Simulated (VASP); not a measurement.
Calculation: PBEsol GGA, VASP's PBE PAW potentials (set 64) (plane waves; VASP).

A VASP calculation is set up with these files.

### INCAR
```
SYSTEM  =  TaTe
PREC  =  Accurate; ENCUT  =  400; LREAL  =  F
LASPH  =  T
EDIFF  =  1E-7; NELM  =  100; ALGO  =  Normal
LMAXMIX  =  6
ISMEAR  =  -5
GGA  =  PS
ISIF  =  2
LWAVE  =  F; LCHARG  =  T; LORBIT  =  11
NEDOS  =  601
```

File POSCAR:
```
TaTe
1
    0.0000000000     2.8114634696     2.8114634696
    2.8114634696     0.0000000000     2.8114634696
    2.8114634696     2.8114634696     0.0000000000
Ta Te
1 1
Direct
  0.0000000000   0.0000000000   0.0000000000
  0.5000000000   0.5000000000   0.5000000000
```

**KPOINTS**
```
Regular mesh
0
Gamma
13 13 13
0 0 0
```

POTCAR, in this order: Ta_pv Te (PBE.64 set). Program: vasp_std.

What VASP printed:

**OSZICAR**
```
       N       E                     dE             d eps       ncg     rms          rms(c)
DAV:   1     0.788105816560E+02    0.78811E+02   -0.73733E+03  2024   0.102E+03
DAV:   2    -0.118604087738E+02   -0.90671E+02   -0.87882E+02  2416   0.254E+02
DAV:   3    -0.149776018249E+02   -0.31172E+01   -0.29135E+01  2568   0.429E+01
DAV:   4    -0.150478372643E+02   -0.70235E-01   -0.68934E-01  2368   0.599E+00
DAV:   5    -0.150494052372E+02   -0.15680E-02   -0.15598E-02  2616   0.815E-01    0.120E+01
DAV:   6    -0.145897962430E+02    0.45961E+00   -0.16334E+00  2232   0.941E+00    0.567E+00
DAV:   7    -0.145656574700E+02    0.24139E-01   -0.73056E-02  2592   0.204E+00    0.233E+00
DAV:   8    -0.145605652645E+02    0.50922E-02   -0.88119E-03  2232   0.511E-01    0.214E-01
DAV:   9    -0.145604839562E+02    0.81308E-04   -0.33807E-04  2420   0.145E-01    0.100E-01
DAV:  10    -0.145604579429E+02    0.26013E-04   -0.81972E-05  2320   0.766E-02    0.142E-02
DAV:  11    -0.145604580513E+02   -0.10836E-06   -0.27178E-06  2344   0.136E-02    0.802E-03
DAV:  12    -0.145604575576E+02    0.49369E-06   -0.17293E-07  1688   0.445E-03    0.948E-04
DAV:  13    -0.145604574798E+02    0.77841E-07   -0.25910E-08  1108   0.119E-03
   1 F= -.14560457E+02 E0= -.14560457E+02  d E =0.000000E+00
```

File OUTCAR:
```
------------------------ aborting loop because EDIFF is reached ----------------------------------------
  FORCE on cell =-STRESS in cart. coord.  units (eV):
  Direction    XX          YY          ZZ          XY          YZ          ZX
  --------------------------------------------------------------------------------------
  Total        0.0289826      0.0289826      0.0289826      0.0000000      0.0000000      0.0000000
  in kB        1.0447714      1.0447714      1.0447714      0.0000000      0.0000000      0.0000000
  external PRESSURE =       1.0447714 kB  Pullay stress =       0.0000000 kB
  volume of cell :       44.45
      direct lattice vectors                 reciprocal lattice vectors
     0.000000000  2.811463470  2.811463470    -0.177843321  0.177843321  0.177843321
     2.811463470  0.000000000  2.811463470     0.177843321 -0.177843321  0.177843321
     2.811463470  2.811463470  0.000000000     0.177843321  0.177843321 -0.177843321
 POSITION                                       TOTAL-FORCE (eV/Angst)
 -----------------------------------------------------------------------------------
      0.00000      0.00000      0.00000        -0.000000      0.000000     -0.000000
      2.81146      2.81146      2.81146         0.000000     -0.000000      0.000000
 -----------------------------------------------------------------------------------
    total drift:                               -0.000000      0.000000      0.000000
  FREE ENERGIE OF THE ION-ELECTRON SYSTEM (eV)
  ---------------------------------------------------
  free  energy   TOTEN  =       -14.5604574798 eV

  energy  without entropy=      -14.5604574798  energy(sigma->0) =      -14.56045748

 total charge

# of ion       s       p       d       tot
------------------------------------------
    1        0.288   6.071   2.455   8.815
    2        1.328   2.055   0.140   3.523
--------------------------------------------------
tot          1.616   8.126   2.595  12.337
```
(Selected blocks of OUTCAR.)

For a metal the tetrahedron method with Blöchl corrections gives inexact stress and forces.

The structure was generated: TaTe was put into the rock salt type (Fm-3m), which need not be its known phase. It was relaxed first, which changed the volume by -40 %. The electron count is odd and the run is not spin-polarised, which forces a metal. VASP warned that the highest band is occupied, so more bands are needed.
